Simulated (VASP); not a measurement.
Output of a VASP run:

**OSZICAR**
```
...
DAV:  19    -0.479570668530E+02   -0.87805E-07   -0.47619E-08  4266   0.158E-03
   1 F= -.47957067E+02 E0= -.47956860E+02  d E =-.479571E+02  mag=     4.0000
       N       E                     dE             d eps       ncg     rms          rms(c)
DAV:   1    -0.479701783390E+02   -0.13112E-01   -0.33837E+00  7200   0.127E+01    0.110E+00
DAV:   2    -0.479674439813E+02    0.27344E-02   -0.10098E-01  8668   0.252E+00    0.797E-01
DAV:   3    -0.479641485013E+02    0.32955E-02   -0.11047E-02  9398   0.105E+00    0.486E-01
DAV:   4    -0.479629176791E+02    0.12308E-02   -0.65535E-03  9870   0.728E-01    0.330E-01
DAV:   5    -0.479628512339E+02    0.66445E-04   -0.94035E-04  9020   0.300E-01    0.185E-01
DAV:   6    -0.479628187172E+02    0.32517E-04   -0.11492E-04 10048   0.971E-02    0.131E-01
DAV:   7    -0.479628170127E+02    0.17045E-05   -0.48531E-05 10392   0.547E-02    0.318E-02
DAV:   8    -0.479628172506E+02   -0.23794E-06   -0.29177E-06  8774   0.137E-02    0.156E-02
DAV:   9    -0.479628174265E+02   -0.17586E-06   -0.11936E-06  8980   0.784E-03    0.523E-03
DAV:  10    -0.479628174365E+02   -0.10050E-07   -0.16316E-07  4932   0.315E-03
   2 F= -.47962817E+02 E0= -.47962707E+02  d E =-.575058E-02  mag=     4.0000
       N       E                     dE             d eps       ncg     rms          rms(c)
DAV:   1    -0.479630912337E+02   -0.27381E-03   -0.63107E-02  7200   0.174E+00    0.148E-01
DAV:   2    -0.479630493714E+02    0.41862E-04   -0.18790E-03  8652   0.347E-01    0.107E-01
DAV:   3    -0.479629876922E+02    0.61679E-04   -0.20524E-04  9390   0.144E-01    0.662E-02
DAV:   4    -0.479629637403E+02    0.23952E-04   -0.12504E-04  9794   0.102E-01    0.443E-02
DAV:   5    -0.479629626688E+02    0.10715E-05   -0.16962E-05  9054   0.398E-02    0.249E-02
DAV:   6    -0.479629621799E+02    0.48890E-06   -0.18566E-06 10062   0.118E-02    0.174E-02
DAV:   7    -0.479629622125E+02   -0.32681E-07   -0.77322E-07  9424   0.687E-03
   3 F= -.47962962E+02 E0= -.47962823E+02  d E =-.589536E-02  mag=     4.0000
       N       E                     dE             d eps       ncg     rms          rms(c)
DAV:   1    -0.479629624605E+02   -0.28061E-06   -0.10053E-03  7200   0.219E-01    0.189E-02
DAV:   2    -0.479629615706E+02    0.88986E-06   -0.29565E-05  8712   0.437E-02    0.138E-02
DAV:   3    -0.479629604907E+02    0.10799E-05   -0.34271E-06  9460   0.185E-02    0.846E-03
DAV:   4    -0.479629600901E+02    0.40053E-06   -0.20788E-06  9794   0.131E-02    0.552E-03
DAV:   5    -0.479629600602E+02    0.29929E-07   -0.26341E-07  6066   0.511E-03
   4 F= -.47962960E+02 E0= -.47962825E+02  d E =-.589321E-02  mag=     4.0000
       N       E                     dE             d eps       ncg     rms          rms(c)
DAV:   1    -0.479631019012E+02   -0.14181E-03   -0.11428E-02  7200   0.811E-01    0.930E-02
DAV:   2    -0.479630296921E+02    0.72209E-04   -0.23942E-04  8722   0.138E-01    0.709E-02
DAV:   3    -0.479630140708E+02    0.15621E-04   -0.82145E-05 10538   0.826E-02    0.519E-02
DAV:   4    -0.479630084551E+02    0.56157E-05   -0.35697E-05 10308   0.499E-02    0.392E-02
DAV:   5    -0.479630081877E+02    0.26743E-06   -0.44168E-06  9666   0.217E-02    0.253E-02
DAV:   6    -0.479630075532E+02    0.63451E-06   -0.20659E-06  9378   0.145E-02    0.221E-02
DAV:   7    -0.479630073466E+02    0.20659E-06   -0.97215E-07  9538   0.811E-03    0.322E-03
DAV:   8    -0.479630073504E+02   -0.37353E-08   -0.51301E-08  3930   0.182E-03
   5 F= -.47963007E+02 E0= -.47962878E+02  d E =-.472901E-04  mag=     4.0000
```

OUTCAR:
```
------------------------ aborting loop because EDIFF is reached ----------------------------------------
  FORCE on cell =-STRESS in cart. coord.  units (eV):
  Direction    XX          YY          ZZ          XY          YZ          ZX
  --------------------------------------------------------------------------------------
  Total        5.3985673      5.3985673      5.4063325     -0.0000000      0.0000000      0.0000000
  in kB      156.1925392    156.1925392    156.4172055     -0.0000000      0.0000000      0.0000000
  external PRESSURE =     156.2674280 kB  Pullay stress =       0.0000000 kB
  volume of cell :       55.38
      direct lattice vectors                 reciprocal lattice vectors
     4.371732392 -0.000000000  0.000000000     0.228742272  0.000000000  0.000000000
    -0.000000000  4.371732392  0.000000000     0.000000000  0.228742272  0.000000000
     0.000000000  0.000000000  2.897488188     0.000000000  0.000000000  0.345126515
 POSITION                                       TOTAL-FORCE (eV/Angst)
 -----------------------------------------------------------------------------------
      0.00000      0.00000      0.00000        -0.000000      0.000000     -0.000000
      2.18587      2.18587      1.44874        -0.000000      0.000000     -0.000000
      1.32218      1.32218      0.00000         0.005372      0.005372     -0.000000
      3.50804      0.86369      1.44874         0.005372     -0.005372      0.000000
      0.86369      3.50804      1.44874        -0.005372      0.005372     -0.000000
      3.04956      3.04956      0.00000        -0.005372     -0.005372      0.000000
 -----------------------------------------------------------------------------------
    total drift:                                0.000000      0.000000      0.000000
  FREE ENERGIE OF THE ION-ELECTRON SYSTEM (eV)
  ---------------------------------------------------
  free  energy   TOTEN  =       -47.9630073504 eV

  energy  without entropy=      -47.9626207317  energy(sigma->0) =      -47.96287848

 total charge

# of ion       s       p       d       tot
------------------------------------------
    1        0.388   6.492   4.065  10.945
    2        0.388   6.492   4.065  10.945
    3        1.577   3.489   0.000   5.067
    4        1.577   3.489   0.000   5.067
    5        1.577   3.489   0.000   5.067
    6        1.577   3.489   0.000   5.067
--------------------------------------------------
tot          7.087  26.940   8.130  42.156

 magnetization (x)

# of ion       s       p       d       tot
------------------------------------------
    1        0.023   0.035   2.034   2.091
    2        0.023   0.035   2.034   2.091
    3       -0.003  -0.069   0.000  -0.071
    4       -0.003  -0.069   0.000  -0.071
    5       -0.003  -0.069   0.000  -0.071
    6       -0.003  -0.069   0.000  -0.071
--------------------------------------------------
tot          0.034  -0.205   4.068   3.897

 reached required accuracy - stopping structural energy minimisation
```
(Selected blocks of OUTCAR.)

POSCAR:
```
CrO2
1
    4.3831107876     0.0000000000     0.0000000000
    0.0000000000     4.3831107876     0.0000000000
    0.0000000000     0.0000000000     2.8824641665
Cr O
2 4
Direct
  0.0000000000   0.0000000000   0.0000000000
  0.5000000000   0.5000000000   0.5000000000
  0.3037910679   0.3037910679   0.0000000000
  0.8037910679   0.1962089321   0.5000000000
  0.1962089321   0.8037910679   0.5000000000
  0.6962089321   0.6962089321   0.0000000000
```

### Question
Reconstruct the remaining input files.

### Answer
This is not unique; one that fits is the input of the run itself, revPBE GGA, plane waves, VASP's PBE PAW potentials (set 64).

INCAR:
```
MAGMOM = 2*2.1 4*-0.1
ENCUT = 520
IBRION = 2   ! conjugate gradients
NSW = 30
GGA = RE   ! revPBE
EDIFFG = -0.01   ! ionic stop
EDIFF = 1E-7
ISPIN = 2   ! spin-polarised
LORBIT = 10
LWAVE = .FALSE.
ISMEAR = 1   ! Methfessel-Paxton
LCHARG = .FALSE.
SIGMA = 0.1
SYSTEM = CrO2
NELM = 100   ! most electronic steps
LREAL = .FALSE.   ! projection in real space or not
LMAXMIX = 4   ! l cut-off of mixed one-centre charges
LASPH = .TRUE.   ! aspherical one-centre terms
ISIF = 4   ! ions and shape, fixed volume
PREC = Accurate
ALGO = Normal
```

**KPOINTS**
```
K-points
0
G
  7 7 10
0 0 0
```

POTCAR, in this order: Cr_pv O (PBE.64 set). Program: vasp_std.

The compound is CrO2 in the rutile structure. This cell is one point of a volume scan, at 0.94 of the reference volume. Symmetry was kept, so distortions that lower it aren't found.
